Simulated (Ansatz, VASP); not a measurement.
## Two plane-wave programs on RbTaAs2

```
Rb Ta As
1.0
     3.33078    0.00000    0.00000
     0.00000    3.33078    0.00000
     0.00000    0.00000    8.29041
Rb Ta As
1 1 2
Cartesian
  0.0000 0.0000 0.0000
  0.0000 0.0000 4.1452
  1.6654 1.6654 2.6585
  1.6654 1.6654 5.6319
```

Alike in both runs: functional PBE; k mesh 4 × 4 × 2; occupations gaussian, width 0.1 eV; no spin polarisation.

Ansatz relaxed the structure, and its values are those at the end. VASP's run is a single point on that final structure, the one shown.

```csv
,VASP,Ansatz
version,VASP 6.6.1,Ansatz 0.2.0
potentials or method,"VASP PAW PBE potentials, release 64 (Rb_sv, Ta_pv, As)","scalar-relativistic, plane waves, PAW"
plane-wave cutoff (eV),520,420
valence electrons in the cell,30,52
```

```csv
,VASP,Ansatz,Ansatz less VASP
gap on the k mesh at the Fermi level (eV),none,none,-
pressure (GPa),0.2,0.1,-0.19
rms of the force components (eV/Å),0.014,0.009,-0.0052
```

A gap of «none» marks a metal or a gap that the smearing closes. The two sets of potentials don't hold the same shells in valence.

Caveats: the k mesh is coarse (spacing up to 0.47 Å⁻¹), so the values aren't converged. Spin-orbit coupling is left out, which matters for the levels of Ta.
